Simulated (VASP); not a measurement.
Input:

```
Ru
1.0
    1.34230    -2.27925     0.00000
    1.34230     2.27925     0.00000
    0.00000     0.00000     4.38739
Ru
2
Direct
  0.33333   0.66667   0.25000
  0.69102   0.35769   0.75000
```

All values below come from optB88-vdW, VASP's PBE PAW potentials (set 64) (plane waves; VASP). Run with 400 eV cut-off, 14×14×8 Γ-centred mesh, first-order Methfessel-Paxton smearing of 0.10 eV, potentials Ru_pv.

Problem. Give the force on each atom (eV/Å).

Solution. 
```tsv
atom	Fx	Fy	Fz
Ru1	0.370	0.077	0.000
Ru2	-0.370	-0.077	0.000
```

Problem. Give the stress tensor in GPa (positive for a compressed cell).

Solution. 
```
12.02  -1.57   0.00
-1.57  20.12   0.00
 0.00   0.00  -5.11
```
The pressure is its mean diagonal, 9.01 GPa.

The compound is Ru in the hcp structure. The cell was not relaxed at this level, atoms are displaced from their ideal sites. The run is one of a series of settings (AGGAC = 0.0, GGA = BO, LUSE_VDW = .TRUE., PARAM1 = 0.1833333333, PARAM2 = 0.22 against the base run), some of them coarse on purpose.
